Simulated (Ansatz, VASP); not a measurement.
# GeSb4Te7: VASP beside Ansatz, part 2 of 2

Wanted: the spread between two codes on one cell, functional and k mesh. The cell is taken from a series of runs on this material, whose earlier steps may have relaxed, scaled, displaced or heated it; both programs get it as it stands.

VASP 6.6.1 and Ansatz 0.2.0.

So far: The structure; Ansatz: single point, HSE06.

## (3) VASP: single point, HSE06

Level of this step: HSE06; plane waves and PAW (Ge_d, Sb, Te) (VASP).

The same cell, functional and mesh now go to VASP, with its own data sets.

Lines of VASP's logs that name or quote its potential files are left out, and so is its time.

The run reads the wave functions of an earlier VASP run, which isn't shown here.

Input file INCAR:

```
SYSTEM = GeSb4Te7
PREC = Accurate
ENCUT = 410
EDIFF = 1E-06
NELM = 100
ISMEAR = 0
SIGMA = 0.01
LREAL = .FALSE.
ALGO = Normal
LHFCALC = .TRUE.
AEXX = 0.25
GGA = PE
HFSCREEN = 0.208
LASPH = .TRUE.
NBANDS = 50
PRECFOCK = Fast
LORBIT = 11
LWAVE = .FALSE.
LCHARG = .FALSE.
ISIF = 2
```

Input file POSCAR:

```
GeSb4Te7
1.0
    4.2464072558      0.0000000000      0.0000000000
   -2.1232036279      3.6774965583      0.0000000000
    0.0000000000      0.0000000000     24.3914006655
Ge Sb Te
1 4 7
Direct
    0.0000000000      0.0000000000      0.5000000000
    0.6666666667      0.3333333333      0.9176796714
    0.3333333333      0.6666666667      0.3468463696
    0.3333333333      0.6666666667      0.0823203286
    0.6666666667      0.3333333333      0.6531536304
    0.3333333333      0.6666666667      0.8464580293
    0.6666666667      0.3333333333      0.1535419707
    0.0000000000      0.0000000000      0.7239757683
    0.6666666667      0.3333333333      0.4302565413
    0.3333333333      0.6666666667      0.5697434587
    0.0000000000      0.0000000000      0.0000000000
    0.0000000000      0.0000000000      0.2760242317
```

Input file KPOINTS:

```
Automatic mesh
0
Gamma
6 6 1
0 0 0
```

Potentials, in the order of the species: Ge_d, Sb and Te (PBE family, release 64).

Launch:

```
> export OMP_NUM_THREADS=3
> mpirun -np 1 vasp_std
```

Numbers of over 12 decimals in the logs are rounded to 6 here.

Log:

```text
[banner, memory and clock lines left out]
running    1 mpi-ranks, on    1 nodes
 distrk:  each k-point on    1 cores,    1 groups
 distr:  one band on    1 cores,    1 groups
 Offloading initialized ...    1 GPUs detected
 POSCAR found type information on POSCAR GeSbTe
 POSCAR found :  3 types and      12 ions
 LDA part: xc-table for (Slater+PW92), standard interpolation
 found WAVECAR, reading the header
 POSCAR, INCAR and KPOINTS ok, starting setup
 FFT: planning ... GRIDC
 FFT: planning ... GRID_SOFT
 FFT: planning ... GRID
 reading WAVECAR
 the WAVECAR file was read successfully
 initial charge from wavefunction
 entering main loop
       N       E                     dE             d eps       ncg     rms          rms(c)
DAV:   1    -0.545143012224E+02   -0.54514E+02   -0.11792E+01   700   0.153E+01    0.357E+01
DAV:   2    -0.545550761368E+02   -0.40775E-01   -0.28548E-01   834   0.279E+00    0.232E+01
DAV:   3    -0.545428048268E+02    0.12271E-01   -0.29191E-02   782   0.884E-01    0.148E+01
DAV:   4    -0.545407387614E+02    0.20661E-02   -0.73970E-03   806   0.362E-01    0.898E+00
DAV:   5    -0.545401468023E+02    0.59196E-03   -0.15988E-03   854   0.164E-01    0.537E+00
DAV:   6    -0.545399924652E+02    0.15434E-03   -0.40161E-04   830   0.812E-02    0.322E+00
DAV:   7    -0.545399580107E+02    0.34454E-04   -0.88826E-05   772   0.426E-02    0.194E+00
DAV:   8    -0.545399650404E+02   -0.70297E-05   -0.46870E-05   802   0.250E-02    0.117E+00
DAV:   9    -0.545399778002E+02   -0.12760E-04   -0.10710E-05   832   0.127E-02    0.700E-01
DAV:  10    -0.545399870311E+02   -0.92308E-05   -0.31680E-06   668   0.787E-03    0.418E-01
DAV:  11    -0.545399936329E+02   -0.66019E-05   -0.13084E-06   508   0.526E-03    0.250E-01
DAV:  12    -0.545399978176E+02   -0.41847E-05   -0.60743E-07   488   0.410E-03    0.150E-01
DAV:  14    -0.545400019686E+02   -0.15777E-05   -0.18315E-07   416   0.239E-03    0.535E-02
DAV:  15    -0.545400029181E+02   -0.94952E-06   -0.10238E-07   404   0.179E-03
   1 F= -.54540003E+02 E0= -.54540003E+02  d E =-.204175E-47
```

From OUTCAR (step 3):

```text
ion  position               nearest neighbor table
   1  0.000  0.000  0.500-   9 2.98  10 2.98  10 2.98   9 2.98   9 2.98  10 2.98
   2  0.667  0.333  0.918-   6 3.00   6 3.00   6 3.00  11 3.17  11 3.17  11 3.17
   3  0.333  0.667  0.347-  12 3.00  12 3.00  12 3.00   9 3.19   9 3.19   9 3.19
   4  0.333  0.667  0.082-   7 3.00   7 3.00   7 3.00  11 3.17  11 3.17  11 3.17
   5  0.667  0.333  0.653-   8 3.00   8 3.00   8 3.00  10 3.19  10 3.19  10 3.19
   6  0.333  0.667  0.846-   2 3.00   2 3.00   2 3.00
   7  0.667  0.333  0.154-   4 3.00   4 3.00   4 3.00
   8  0.000  0.000  0.724-   5 3.00   5 3.00   5 3.00
   9  0.667  0.333  0.430-   1 2.98   1 2.98   1 2.98   3 3.19   3 3.19   3 3.19
  10  0.333  0.667  0.570-   1 2.98   1 2.98   1 2.98   5 3.19   5 3.19   5 3.19
  11  0.000  0.000  0.000-   2 3.17   4 3.17   4 3.17   2 3.17   2 3.17   4 3.17
  12  0.000  0.000  0.276-   3 3.00   3 3.00   3 3.00

  LATTYP: Found a hexagonal cell.
 ALAT       =     4.2464072558
 C/A-ratio  =     5.7440088047

 Subroutine GETGRP returns: Found 12 space group operations
 (whereof 12 operations were pure point group operations)

The static configuration has the point symmetry D_3d.

 Found      7 irreducible k-points:

   k-points           NKPTS =      7   k-points in BZ     NKDIM =     36   number of bands    NBANDS=     50

   dimension x,y,z NGX =    28 NGY =   28 NGZ =  162
   dimension x,y,z NGXF=    56 NGYF=   56 NGZF=  324

   ENCUT  =  410.0 eV  30.13 Ry    5.49 a.u.   7.01  7.01 40.27*2*pi/ulx,y,z

   NELECT =      76.0000    total number of electrons

 k-points in reciprocal lattice and weights: Automatic mesh
   0.00000000  0.00000000  0.00000000       0.028
   0.16666667  0.00000000  0.00000000       0.167
   0.33333333  0.00000000  0.00000000       0.167
   0.50000000  0.00000000  0.00000000       0.083
   0.16666667  0.16666667  0.00000000       0.167
   0.33333333  0.16666667  0.00000000       0.333
   0.33333333  0.33333333  0.00000000       0.056

  exchange ACFDT corr.  =         0.00000000  see jH, gK, PRB 81, 115126

 average (electrostatic) potential at core
       1 -66.4438       2 -83.5938       3 -83.6064       4 -83.5938       5 -83.6064
       6 -84.6324       7 -84.6324       8 -84.6695       9 -84.3926      10 -84.3926
      11 -84.3856      12 -84.6695

 E-fermi :   6.1801

 k-point     1 :       0.0000    0.0000    0.0000
  band No.  band energies     occupation
    ...
     34       4.7591      2.00000
     35       4.8698      2.00000
     36       4.9114      2.00000
     37       5.8777      2.00000
     38       6.0796      2.00000
     39       6.8748      0.00000
     40       6.8748      0.00000
     41       6.8888      0.00000
     42       6.9317      0.00000
     43       6.9317      0.00000
    ...

 k-point     2 :       0.1667    0.0000    0.0000
  band No.  band energies     occupation
    ...
     34       4.9100      2.00000
     35       4.9657      2.00000
     36       5.3542      2.00000
     37       5.4524      2.00000
     38       5.8798      2.00000
     39       7.0067      0.00000
     40       7.1970      0.00000
     41       7.3378      0.00000
     42       7.4635      0.00000
     43       7.5041      0.00000
    ...

 k-point     3 :       0.3333    0.0000    0.0000
  band No.  band energies     occupation
    ...
     34       4.5053      2.00000
     35       4.5100      2.00000
     36       4.6684      2.00000
     37       4.9955      2.00000
     38       5.6067      2.00000
     39       6.9913      0.00000
     40       7.3249      0.00000
     41       7.3799      0.00000
     42       7.4118      0.00000
     43       7.7046      0.00000
    ...

  Total       -1.4085829     -1.4085829     -3.8990089      0.0000000     -0.0000000      0.0000000
  in kB       -5.9249178     -5.9249178    -16.4003892      0.0000000     -0.0000000      0.0000000
  external PRESSURE =      -9.4167416 kB  Pullay stress =       0.0000000 kB

  energy-cutoff  :      410.00
  volume of cell :      380.90
      direct lattice vectors                 reciprocal lattice vectors
     4.246407256  0.000000000  0.000000000     0.235493192  0.135962058 -0.000000000
    -2.123203628  3.677496558  0.000000000     0.000000000  0.271924116  0.000000000
     0.000000000  0.000000000 24.391400666     0.000000000 -0.000000000  0.040998056

 POSITION                                       TOTAL-FORCE (eV/Angst)
 -----------------------------------------------------------------------------------
      0.00000      0.00000     12.19570        -0.000000      0.000000      0.000000
      2.12320      1.22583     22.38349         0.000000      0.000000     -0.144843
     -0.00000      2.45166      8.46007         0.000000      0.000000     -0.162986
     -0.00000      2.45166      2.00791         0.000000      0.000000      0.144843
      2.12320      1.22583     15.93133         0.000000     -0.000000      0.162986
     -0.00000      2.45166     20.64630         0.000000      0.000000      0.373408
      2.12320      1.22583      3.74510        -0.000000     -0.000000     -0.373408
      0.00000      0.00000     17.65878        -0.000000     -0.000000     -0.378235
      2.12320      1.22583     10.49456        -0.000000      0.000000     -0.071912
     -0.00000      2.45166     13.89684         0.000000     -0.000000      0.071912
      0.00000      0.00000      0.00000        -0.000000      0.000000      0.000000
      0.00000      0.00000      6.73262         0.000000      0.000000      0.378235
 -----------------------------------------------------------------------------------
    total drift:                                0.000000     -0.000001      0.000001

  FREE ENERGIE OF THE ION-ELECTRON SYSTEM (eV)
  ---------------------------------------------------
  free  energy   TOTEN  =       -54.5400029181 eV

  energy  without entropy=      -54.5400029181  energy(sigma->0) =      -54.54000292

 total charge
# of ion       s       p       d       tot
------------------------------------------
    1        1.347   0.724  10.016  12.087
    2        1.330   1.050   0.055   2.436
    3        1.330   1.051   0.055   2.435
    4        1.330   1.050   0.055   2.436
    5        1.330   1.051   0.055   2.435
    6        1.367   2.024   0.027   3.417
    7        1.367   2.024   0.027   3.417
    8        1.367   2.022   0.027   3.417
    9        1.346   2.083   0.032   3.461
   10        1.346   2.083   0.032   3.461
   11        1.350   2.080   0.030   3.461
   12        1.367   2.022   0.027   3.417
--------------------------------------------------
tot         16.175  19.266  10.438  45.879

[... 3 further parts left out ...]
```

The run ends at a pressure of -0.94 GPa, with forces up to 0.38 eV/Å.

## (4) Differences

Known differences besides the potentials themselves: exact exchange at q = 0 is treated differently, which shows on coarse meshes; VASP keeps PBE cores, Ansatz makes them for the functional; fixed occupations in Ansatz, narrow Gaussian smearing in VASP; the data sets hold 186 valence electrons in Ansatz (on its PAW soft_1 files) and 76 in VASP; the cutoff is 420 eV in Ansatz and 410 eV in VASP; VASP takes a coarser grid for exact exchange (PRECFOCK = Fast). Total energies have different zeros and are not compared.

The two programs side by side:

| quantity | Ansatz | VASP | difference |
| --- | --- | --- | --- |
| gap on the k mesh (eV) | 0.784 | 0.795 | -0.011 |

A gap on the mesh is an upper bound, since the band edges may lie between its points.

## (5) What came out

* difference in gap on the k mesh (single point, HSE06): -0.011 eV

The difference in gap on the k mesh is -0.011 eV (single point, HSE06), within the 0.08 eV picked in this series as the mark of a large difference. The data sets hold unlike numbers of valence electrons (186 in Ansatz and 76 in VASP), so part of the differences may come from the potentials. Such differences can come from data sets, numerical settings and the points named under the comparisons, not from the functional's error against experiment.

[Lines on the potential files, build, host, timing and source positions are cut from VASP's logs without a mark.]

[Logs are printed without paths, hosts, clocks, repeated set-up lines and the standing remarks that a program may print on its own settings, such as how far it seeks lower states.]

[Hosts, paths, dates, database ids (printed as entryN), source tags and the programs' standing remarks are cut or masked in the printed files.]
